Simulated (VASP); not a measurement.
Crystal: Pt.

```
Pt
1.0
     0.00000    1.95831    1.95831
     1.95831    0.00000    1.95831
     1.95831    1.95831    0.00000
Pt
1
Direct
  0.00000 0.00000 0.00000
```

Base run:

- Program: VASP 6.6.1
- Functional: PBEsol
- Potentials or basis: VASP PAW PBE potentials, release 64 (Pt)
- Cutoff: 700 eV
- k mesh: 18 × 18 × 18
- Occupations: gaussian, width 0.1 eV
- Spin: no spin polarisation

Its results: band gap on the k mesh none (metal or under the smearing width); pressure 0.0 GPa.

Task: After a change of settings the same cell gave: band gap on the k mesh none (metal or under the smearing width); pressure 5.9 GPa. Which change was it?
A. cutoff from 700 eV to 520 eV; occupations from gaussian, width 0.1 eV to gaussian, width 0.5 eV
B. cutoff from 700 eV to 900 eV
C. functional from PBEsol to r2SCAN; cutoff from 700 eV to 520 eV; further incar settings from ALGO = Fast; EDIFF = 1e-07; NBANDS = 11 to ALGO = Normal; EDIFF = 1e-07; NBANDS = 11
D. cutoff from 700 eV to 520 eV; k mesh from 18 × 18 × 18 to 28 × 28 × 28

Result: C.

Caveats: the PAW data sets were made with another functional, which shifts forces and pressure a little.
